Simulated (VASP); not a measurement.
```
CELL_PARAMETERS angstrom
      1.38613    -2.40084     0.00000
      1.38613     2.40084     0.00000
      0.00000     0.00000     4.48563
ATOMIC_POSITIONS crystal
  Re 0.33333 0.66667 0.25000
  Re 0.66667 0.33333 0.75000
```

These are PBE GGA, VASP's PBE PAW potentials (set 64) (plane waves; VASP) values and carry that method's errors. Run with 400 eV cut-off, Gaussian smearing of 0.050 eV, potentials Re.

Unless said otherwise, spin-orbit coupling is left out, though it shifts the bands of the heavy elements here.

Q: What does the run give for the band gap (along the path) with the smallest direct gap where there is one?

A: 
```yaml
band gap (along the path): none (metal, semimetal or under 0.01 eV)
```

The absolute energy has meaning only against runs of the same code, potentials and settings.

The compound is Re in the hcp structure. It was relaxed first.
